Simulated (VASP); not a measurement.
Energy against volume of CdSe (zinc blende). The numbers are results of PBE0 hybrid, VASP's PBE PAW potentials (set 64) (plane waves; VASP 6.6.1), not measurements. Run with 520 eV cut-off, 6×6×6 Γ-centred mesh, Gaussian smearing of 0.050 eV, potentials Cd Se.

```
V (Å³/atom)  E (eV/atom)
-----------  -----------
27.189          -3.67162
28.085          -3.68734
28.982          -3.69244
29.878          -3.68859
```

Task: Fit these four points and predict the energy of the run at 30.774 Å³/atom.

Result: A cubic in V^(−2/3), the third-order Birch-Murnaghan form, passes through the four points with V0 = 29.02 Å³/atom and B0 = 51 GPa, and gives -3.6772 eV/atom there. The run gave -3.6772 eV/atom, -0.0 meV/atom from the fit; all five points give B0 = 51 GPa.

The compound is CdSe in the zinc blende structure, whereas wurtzite is the usual form. It was relaxed first. The cell's shape comes from a PBE relaxation.
